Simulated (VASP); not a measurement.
Ta:

```xyz
1
Lattice="-1.6408 1.6408 1.6408 1.6408 -1.6408 1.6408 1.6408 1.6408 -1.6408" Properties=species:S:1:pos:R:3 pbc="T T T"
Ta    0.0000    0.0000    0.0000
```

Base run:

* Program: VASP 6.6.1
* Functional: r2SCAN
* Potentials or basis: VASP PAW PBE potentials, release 64 (Ta_pv)
* Cutoff: 520 eV
* k mesh: 18 × 18 × 18
* Occupations: gaussian, width 0.1 eV
* Spin: no spin polarisation

Its results: band gap on the k mesh none (metal or under the smearing width); pressure 5.1 GPa.

Q: The run is repeated on the same cell with these changes: functional from r2SCAN to PBEsol; cutoff from 520 eV to 700 eV. What comes out?

A: Band gap on the k mesh none (metal or under the smearing width); pressure 0.0 GPa.

Caveats: the PAW data sets were made with another functional, which shifts forces and pressure a little.

Not every run made on this cell is shown here.
